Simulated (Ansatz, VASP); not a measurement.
**Rb2Re in two plane-wave programs**

Aim: how closely do two programs agree when they are given the same cell, functional and k mesh? The cell is generated by rule, not measured, and may not be a known phase. The cell is taken from a series of VASP runs on this material, whose earlier steps may have relaxed, scaled or displaced it; both programs get it as it stands.

Method: plane waves, with VASP 6.6.1 beside it; relaxation of cell and atoms at r2SCAN, in Ansatz 0.2.0.

### 1. The starting structure

The structure is cubic, space group Fm-3m (No. 225). Conventional cell: a = 8.101 Å, b = 8.101 Å, c = 8.101 Å, α = 90.00°, β = 90.00°, γ = 90.00°. Rb has 4 Re at 3.51 Å nearest. Re has 8 Rb at 3.51 Å nearest. Farther neighbours are not listed.

Structure file:

```cif
data_structure
_symmetry_space_group_name_H-M 'Fm-3m'
_symmetry_Int_Tables_number 225
_cell_length_a 8.1015
_cell_length_b 8.1015
_cell_length_c 8.1015
_cell_angle_alpha 90.000
_cell_angle_beta 90.000
_cell_angle_gamma 90.000
_cell_volume 531.73
loop_
_atom_site_label
_atom_site_type_symbol
_atom_site_symmetry_multiplicity
_atom_site_Wyckoff_symbol
_atom_site_fract_x
_atom_site_fract_y
_atom_site_fract_z
_atom_site_occupancy
Rb1 Rb 8 c 0.25000 0.75000 0.75000 1
Re1 Re 4 a 0.00000 0.00000 0.00000 1
```

### 2. Ansatz: relaxation of cell and atoms, r2SCAN

Ansatz runs on its default PAW (the set named soft_2) files.

The relaxed volume is the usual yardstick between codes: its relative difference is about their pressure difference at one cell divided by the bulk modulus.

input.yaml

```yaml
crystal:
  lattice:
    - [0.0, 4.0507430374, 4.0507430374]
    - [4.0507430374, 0.0, 4.0507430374]
    - [4.0507430374, 4.0507430374, 0.0]
  atoms:
    - { symbol: Rb, position: [0.25, 0.25, 0.25] }
    - { symbol: Rb, position: [0.75, 0.75, 0.75] }
    - { symbol: Re, position: [0.0, 0.0, 0.0] }
hamiltonian:
  xc: r2scan
  pseudopotentials: { kind: paw }
kpoints:
  mp_grid: { grid: [7, 7, 7] }
scf:
  occupations: { method: methfessel_paxton, width: 0.2 }
relax:
  f_tol: 0.01
  max_steps: 60
  cell: { stress_tol: 0.05 }
output:
  forces: true
  stress: true
```

Started as:

```
ansatz run input.yaml --threads 4 --pin off --max-ram 9216MiB --backend cpu --events-out ev --progress --plain --runs-dir out
```

Numbers of over 12 decimals in the logs are rounded to 6 here.

What it wrote:

```text
Engine: ansatz 0.2.0, aarch64-unknown-linux-gnu
Pseudopotentials: kind: paw
Pseudopotential: Rb, paw, valence charge 9, recommended cutoff 500 eV (meta_gga), Rb.paw.azcp
Pseudopotential: Re, paw, valence charge 15, recommended cutoff 500 eV (meta_gga), Re.paw.azcp
Functional definition: r2SCAN
  parameter k0 = 0.174
  parameter k1 = 0.065
  parameter a1 = 4.9479
  exchange = r2scan_x(k0 = k0, k1 = k1, a1 = a1)
  correlation = r2scan_c
Crystal: 3 atoms, lattice volume = 132.933 Å³
Basis set: ecut = 500 eV, 3383 PW (Γ), exchange–correlation on 180×180×180 points (64 copies of the dense FFT grid, shifted against one another)
Bands: 21, of which v1, the nominal top of the filled ones, is band 17 counted from 1 (16 counted from 0)
Symmetry: 48 space group operations
Space group: Fm-3m (ITA 225), of the structure as read, at distance tolerance 5.1e-5 Å
k-points: 20 of 343
Non-local potential: Rb, projectors of the file, l = 0: 3, l = 1: 2, l = 2: 2
Non-local potential: Re, projectors of the file, l = 0: 3, l = 1: 2, l = 2: 2, l = 3: 1
PAW form: soft (Blöchl's): semilocal exchange-correlation on the pseudo side does not see the compensation charge
PAW frozen core: Rb, regenerated for the run's functional (the file was generated under x = pbe(κ = 0.804, μ = 0.219515), c = pbe(β = 0.066725))
PAW frozen core: Re, regenerated for the run's functional (the file was generated under x = pbe(κ = 0.804, μ = 0.219515), c = pbe(β = 0.066725))
PAW one-centre angular grid: Rb, 302 points (default); XC on 160 Gauss nodes
PAW one-centre angular grid: Re, 590 points (default); XC on 160 Gauss nodes
Initial density: superposition of atomic densities (neutral atoms: chi_scale 0, normalization atom), corrected by the library's trained network
Initial wavefunctions: pseudopotential atomic-orbital guess
Functional: x = r2scan, c = r2scan; τ floored in thin density (d = 2e-4 eV/Å³)
SCF iter   1: F=—  HF=-17428.873037 eV  |F-HF|=—  |Δ(HF+E_count)|=         —  Δρ=1.72e-2  dr2=6.12e-1  dr2_τ=5.62e-2  ethr=1.77e-3  ⟨swp⟩=6.0  Hψ=2061  notcnv=0
preconditioner: auto → LDOS  [metal: Δε(μ)=0.002 eV  Ē_g=8.512 eV  σ=0.200 eV  W_gap=0.01  n_scr=14 (ndim 8)  ℏωp=14.8 eV  f_vac=0.087  D(μ)=25.86/eV (n_scr^D=458)  β→1.0]
SCF iter   2: F=—  HF=-17428.914751 eV  |F-HF|=—  |Δ(HF+E_count)|=   4.17e-2  S|Δr|=    0.00e0  Δρ=1.60e-2  dr2=3.14e-1  dr2_τ=2.14e-2  ethr=1.77e-3  ⟨swp⟩=1.3  Hψ=586  notcnv=0
SCF iter   3: F=—  HF=-17428.963766 eV  |F-HF|=—  |Δ(HF+E_count)|=   4.90e-2  S|Δr|=    0.00e0  Δρ=7.83e-3  dr2=1.51e-1  dr2_τ=2.09e-3  ethr=9.52e-4  ⟨swp⟩=1.0  Hψ=420  notcnv=0
SCF iter   4: F=—  HF=-17428.929371 eV  |F-HF|=—  |Δ(HF+E_count)|=   3.44e-2  S|Δr|=    0.00e0  Δρ=1.29e-2  dr2=6.06e-2  dr2_τ=9.25e-3  ethr=4.57e-4  ⟨swp⟩=2.0  Hψ=512  notcnv=0
SCF iter   5: F=—  HF=-17428.961005 eV  |F-HF|=—  |Δ(HF+E_count)|=   3.16e-2  S|Δr|=    0.00e0  Δρ=3.49e-3  dr2=3.87e-2  dr2_τ=1.68e-3  ethr=1.84e-4  ⟨swp⟩=1.7  Hψ=546  notcnv=0
SCF iter   6: F=—  HF=-17428.959984 eV  |F-HF|=—  |Δ(HF+E_count)|=   1.02e-3  S|Δr|=    0.00e0  Δρ=5.87e-3  dr2=2.70e-2  dr2_τ=2.53e-3  ethr=1.17e-4  ⟨swp⟩=1.8  Hψ=486  notcnv=0
SCF iter   7: F=—  HF=-17428.962974 eV  |F-HF|=—  |Δ(HF+E_count)|=   2.99e-3  S|Δr|=    0.00e0  Δρ=9.43e-4  dr2=8.38e-4  dr2_τ=1.72e-5  ethr=8.18e-5  ⟨swp⟩=1.9  Hψ=487  notcnv=0
SCF iter   8: F=—  HF=-17428.962928 eV  |F-HF|=—  |Δ(HF+E_count)|=   4.53e-5  S|Δr|=    0.00e0  Δρ=6.24e-4  dr2=1.92e-4  dr2_τ=3.30e-5  ethr=2.54e-6  ⟨swp⟩=2.0  Hψ=526  notcnv=0
SCF iter   9: F=—  HF=-17428.963005 eV  |F-HF|=—  |Δ(HF+E_count)|=   7.72e-5  S|Δr|=    0.00e0  Δρ=1.58e-4  dr2=1.14e-5  dr2_τ=2.51e-7  ethr=5.82e-7  ⟨swp⟩=2.0  Hψ=483  notcnv=0
SCF iter  10: F=—  HF=-17428.963092 eV  |F-HF|=—  |Δ(HF+E_count)|=   8.69e-5  S|Δr|=    0.00e0  Δρ=2.06e-5  dr2=1.95e-7  dr2_τ=5.60e-9  ethr=3.45e-8  ⟨swp⟩=2.0  Hψ=488  notcnv=0
SCF iter  11: F=-17428.963092 eV  HF=-17428.963092 eV  |F-HF|=5.17e-10  |Δ(HF+E_count)|=   7.17e-8  S|Δr|=    0.00e0  Δρ=2.60e-6  dr2=4.07e-9  dr2_τ=3.16e-10  ethr=3.03e-10  ⟨swp⟩=4.7  Hψ=1446  notcnv=0
SCF 1 converged in 11 iterations: F = -17428.963092 eV  dr2 = 4.07e-9
  greatest PAW one-centre occupation: 1.000 electrons in one spin orbital (limit 2), on the Re atom at site 2 (counted from 0), in its partial waves of l = 0
relax step   1: F+E_penalty+E_count = -17428.96309240 eV  Δ(F+E_penalty+E_count) = +0.000e0 eV  max|allowed force component| = 1.696e-17 eV/Å  Δτ_max = 0.0000 Å  P = +0.237 GPa  Ω = 132.933 Å³  (11 SCF iters, dr2 threshold 1.00e-7 eV, accepted)
[...]
relax step   2: F+E_penalty+E_count = -17428.96420019 eV  Δ(F+E_penalty+E_count) = -1.108e-3 eV  max|allowed force component| = 4.086e-17 eV/Å  Δτ_max = 0.0000 Å  P = +0.152 GPa  Ω = 133.937 Å³  energy of the carried Pulay correction = -1.088e-4 eV  (7 SCF iters, dr2 threshold 1.40e-7 eV, accepted)
[...]
relax step   3: F+E_penalty+E_count = -17428.96489024 eV  Δ(F+E_penalty+E_count) = -6.901e-4 eV  max|allowed force component| = 1.434e-16 eV/Å  Δτ_max = 0.0000 Å  P = +0.005 GPa  Ω = 135.767 Å³  energy of the carried Pulay correction = -3.050e-4 eV  (7 SCF iters, dr2 threshold 5.77e-8 eV, accepted)
[...]
relax step   4: F+E_penalty+E_count = -17428.96521653 eV  Δ(F+E_penalty+E_count) = -3.263e-4 eV  max|allowed force component| = 1.434e-16 eV/Å  Δτ_max = 0.0000 Å  P = +0.006 GPa  Ω = 135.767 Å³  stress off target by 6.06e-3 GPa  SCF on the basis re-selected at this cell (its energy is not comparable with the rows above)  (6 SCF iters)
basis re-selected at this cell: Δ(F+E_penalty+E_count) = -3.263e-4 eV, ΔP = +0.001 GPa vs the last step (what re-selecting the basis moved, of the pressure what is left beyond the Pulay correction that the steps carried, after the strain that the cell walked since its last selection, with what the two solves' SCF thresholds leave and, on support functions, any second-order correction that the steps lacked; it is no m [...]
SCF converged after 6 iterations
Stability not checked: this state was not tested for a lower state beside it, because cold or Methfessel-Paxton smearing, or corrected tetrahedra, fill the levels in a way that the test cannot read (fill_not_monotonic; see scf.lower_state_search)
Free energy (F): -17428.965217 eV
Harris-Foulkes:  -17428.965217 eV  (|F-HF|=3.64e-12)
Internal energy: -17428.927823 eV  (E = F + TS)
E sigma→0 (E₀):  -17428.955868 eV
Entropy (-TS):   -0.037394 eV (-12.465 meV/atom)
Fermi energy:    5.114377 eV
--- Per-component energies (eV) ---
  E_band       = -513.298038
  E_kinetic    = 921.431171
  E_local      = -3099.609736  (includes V_loc(G=0)·N_el)
  E_nonlocal   = 404.287947
  E_hartree    = 1038.861778
  E_xc         = -627.923714
  E_vxc        = -631.118450  (∫ρ·V_xc dr)
  E_paw        = -13961.450027  (= ΣΔE_a)
  E_vpaw       = -220.003218  (= ΣTr[D̂ρ^β])
  E_aug_tail   = -0.000038  (compensation charges beyond the density's cutoff)
  E_vtau       = 33.990865  (kinetic-family band-sum trace: ∫τ·v_τ [+ j·A + Jᵃ·Aᵃ] dr)
  E_ewald      = -2103.760478
  E_core_change = -0.764725  (= ΣΔE_core)
  E_smearing   = -0.037394  (= −TS)
  E_closure    = 0.000000  (closes the sum)
  Σ components = -17428.965217   (vs F -17428.965217, Δ=0.00e0)
--- Forces (eV/Å), atoms counted from 1 ---
  atom   1  Rb    -0.00000000    -0.00000000    -0.00000000
  atom   2  Rb     0.00000000     0.00000000     0.00000000
  atom   3  Re     0.00000000    -0.00000000    -0.00000000
  max |Σ_I F_I| component: 2.78e-17 eV/Å
--- Stress (GPa, compression-positive) ---
        0.006063       0.000000       0.000000
        0.000000       0.006063       0.000000
        0.000000       0.000000       0.006063
  P = ⅓ Tr σ = 0.0061 GPa (0.061 kbar)
--- Relaxed structure (3 steps of the walk, 3 accepted, 1 SCFs on fresh bases) ---
  F+E_penalty+E_count = -17428.96521653 eV   max|allowed force component| = 1.434e-16 eV/Å   (the final SCF, on the basis selected at the relaxed cell)
  cell:  # Å, volume = 135.7668 Å³
    - [0, 4.079321, 4.079321]
    - [4.079321, 0, 4.079321]
    - [4.079321, 4.079321, 0]
  atoms:
    - { symbol: Rb, position: [0.250000, 0.250000, 0.250000] }
    - { symbol: Rb, position: [0.75, 0.75, 0.75] }
    - { symbol: Re, position: [0, 0, 0] }
```

Wall time 12 s (4 threads of Arm Neoverse V1, shared host); peak memory 0.86 GiB; 34 s of CPU time.

(Part 1 of 2 ends here.)

[Lines on the potential files, build, host, timing and source positions are cut from VASP's logs without a mark.]

[Logs are printed without paths, hosts, clocks, repeated set-up lines and the standing remarks that a program may print on its own settings, such as how far it seeks lower states.]

[Hosts, paths, dates, database ids (printed as entryN), source tags and the programs' standing remarks are cut or masked in the printed files.]
